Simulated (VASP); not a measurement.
Input:

```xyz
6
Lattice="3.1600 0.0000 0.0000 -1.5800 2.7366 0.0000 0.0000 0.0000 12.3000" Properties=species:S:1:pos:R:3 pbc="T T T"
Mo     1.5800     0.9122     9.2250
Mo     0.0000     1.8244     3.0750
S      1.5800     0.9122     4.6617
S      0.0000     1.8244    10.8117
S      0.0000     1.8244     7.6383
S      1.5800     0.9122     1.4883
```

Computed with PBEsol GGA, VASP's PBE PAW potentials (set 64) (plane waves; VASP 6.6.1). Run with 480 eV cut-off, 9×9×2 Γ-centred mesh, Gaussian smearing of 0.050 eV, potentials Mo_sv S.

Without a dispersion term in the relaxation, distances and binding between the weakly bound layers, chains or molecules are unreliable, and so is what depends on them.

Task: The ions, cell shape and volume are relaxed. Predict the relaxed structure.

Result: 
```xyz
6
Lattice="3.1413 0.0000 0.0000 -1.5707 2.7205 0.0000 0.0000 0.0000 12.5758" Properties=species:S:1:pos:R:3 pbc="T T T"
Mo     1.5707     0.9068     9.4318
Mo     0.0000     1.8136     3.1439
S      1.5707     0.9068     4.7028
S      0.0000     1.8136    10.9907
S      0.0000     1.8136     7.8730
S      1.5707     0.9068     1.5851
```
Space group P6_3/mmc (194), at a tolerance of 0.03 Å.

Task: How do energy and volume change from the first to the last step?

Result: The energy (σ→0) changes by -9.3 meV/atom and the volume by +1.0 %, in 16 ionic steps.

The compound is MoS2 in the 2H layered structure. This run relaxes it. Symmetry was kept, so distortions that lower it aren't found.
